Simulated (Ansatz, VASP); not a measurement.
This is a calculation of NaSb2Au for Ansatz 0.2.0.

File input.yaml:

```yaml
crystal:
  lattice:
    - [4.3573, 0.0, 0.0]
    - [-2.17865, 3.77354, 0.0]
    - [0.0, 0.0, 6.81847]
  atoms:
    - { symbol: Na, position: [0.0, 0.0, 0.5] }
    - { symbol: Sb, position: [0.66667, 0.33333, 0.81632] }
    - { symbol: Sb, position: [0.33333, 0.66667, 0.18368] }
    - { symbol: Au, position: [0.0, 0.0, 0.0] }
hamiltonian:
  xc: { exchange: pbe, correlation: pbe, exx: { coeff: 0.15, omega: 0.2 } }
  pseudopotentials: { kind: paw }
kpoints:
  mp_grid: { grid: [4, 4, 2] }
scf:
  occupations: { method: fermi_dirac, width: 0.05 }
output:
  forces: true
  stress: true
  eigenvalues: true
```

Potentials or basis: Ansatz PAW.

Command:

```console
$ ansatz run input.yaml --threads 2 --pin off --max-ram 5632MiB --backend cpu --events-out ev --progress --plain --runs-dir out
```

Q: Set up the same calculation for VASP 6.6.1. Potentials there: VASP PAW PBE potentials, release 64 (Na_pv, Sb, Au).

A: As run (the cutoff follows the program's own potentials):

The input POSCAR:

```
NaSb2Au
1.0
    4.3573000000      0.0000000000      0.0000000000
   -2.1786500000      3.7735400000      0.0000000000
    0.0000000000      0.0000000000      6.8184700000
Na Sb Au
1 2 1
Direct
    0.0000000000      0.0000000000      0.5000000000
    0.6666700000      0.3333300000      0.8163200000
    0.3333300000      0.6666700000      0.1836800000
    0.0000000000      0.0000000000      0.0000000000
```

Contents of INCAR.step1:

```
PREC     = Accurate       # precision mode
ENCUT    = 520            # plane-wave cutoff, eV
EDIFF    = 1E-5           # SCF threshold, eV
ISMEAR   = -1             # smearing method
SIGMA    = 0.05           # smearing width, eV
LREAL    = False          # projectors in reciprocal space
LASPH    = True           # aspherical terms in the spheres
NELM     = 80             # most SCF steps
ALGO     = Normal         # electronic algorithm
ISIF     = 2              # what is computed and relaxed
LWAVE    = True           # write WAVECAR
LCHARG   = False          # write CHGCAR
NBANDS   = 22             # bands
GGA      = PE             # functional
```

File INCAR.step2:

```
PREC     = Accurate       # precision mode
ENCUT    = 520            # plane-wave cutoff, eV
EDIFF    = 1E-6           # SCF threshold, eV
ISMEAR   = -1             # smearing method
SIGMA    = 0.05           # smearing width, eV
LREAL    = False          # projectors in reciprocal space
LASPH    = True           # aspherical terms in the spheres
NELM     = 80             # most SCF steps
ALGO     = Normal         # electronic algorithm
ISIF     = 2              # what is computed and relaxed
LWAVE    = False          # write WAVECAR
LCHARG   = False          # write CHGCAR
GGA      = PE             # functional
LHFCALC  = True           # exact exchange
HFSCREEN = 0.2            # screening, 1/A
AEXX     = 0.15           # exact-exchange fraction
PRECFOCK = Fast         
NBANDS   = 22             # bands
ISTART   = 1
```

File KPOINTS:

```
regular mesh
0
Gamma
  4 4 2
```

Potentials or basis: VASP PAW PBE potentials, release 64 (Na_pv, Sb, Au).

Launch:

```sh
$ cat potpaw_PBE.64/Na_pv/POTCAR potpaw_PBE.64/Sb/POTCAR potpaw_PBE.64/Au/POTCAR > POTCAR
$ cp INCAR.step1 INCAR
$ mpirun -np 1 vasp_std > vasp.out
$ cp INCAR.step2 INCAR
$ mpirun -np 1 vasp_std > vasp.out
```

Both were run:

|  | VASP | Ansatz | Ansatz less VASP |
| --- | --- | --- | --- |
| gap on the k mesh at the Fermi level (eV) | none | none | - |
| pressure (GPa) | -1.1 | -0.8 | +0.29 |
| largest component of the traceless stress (GPa) | 1.10 | 1.07 | -0.034 |
| rms of the force components (eV/Å) | 0.055 | 0.033 | -0.0224 |

Atom by atom the forces differ by 0.022 eV/Å (rms over components). A gap of «none» marks a metal or a gap that the smearing closes. With one functional, cell and mesh, what is left measures potentials, basis and numerics. The two sets of potentials don't hold the same shells in valence.

Caveats: the k mesh is coarse (spacing up to 0.46 Å⁻¹), so the values aren't converged, least of all with exact exchange; the PAW data sets were made with another functional, which shifts forces and pressure a little (VASP); the PAW data sets come from PBE, with cores solved anew for the run's functional, which leaves a small shift of forces and pressure (Ansatz); the thresholds are loose for stress (Ansatz). Spin-orbit coupling is left out, which matters for the levels of Au, Sb.
